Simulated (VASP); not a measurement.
```
AlN
1.0
    0.00000     2.16040     2.16040
    2.16040     0.00000     2.16040
    2.16040     2.16040     0.00000
Al N
1 1
Cartesian
  0.00000   0.00000   0.00000
  1.08020   1.08020   1.08020
```

The numbers are results of PBE GGA, VASP's PBE PAW potentials (set 64) (plane waves; VASP), not measurements. Run with PREC = Normal, 500 eV cut-off, 4×4×4 Γ-centred mesh, Gaussian smearing of 0.010 eV, potentials Al_GW N_GW_new.

Q: Give the stress tensor in GPa (positive for a compressed cell).

A: 
```
11.67   0.00   0.00
 0.00  11.67   0.00
 0.00   0.00  11.67
```
The pressure is its mean diagonal, 11.67 GPa.

The compound is AlN in the zinc blende structure, a metastable form; wurtzite is the usual one. This cell is one point of a volume scan, at 0.96 of the reference volume. The k-mesh is coarse (spacing up to 0.63 per Å, 2π included), so the numbers may not be converged in it.
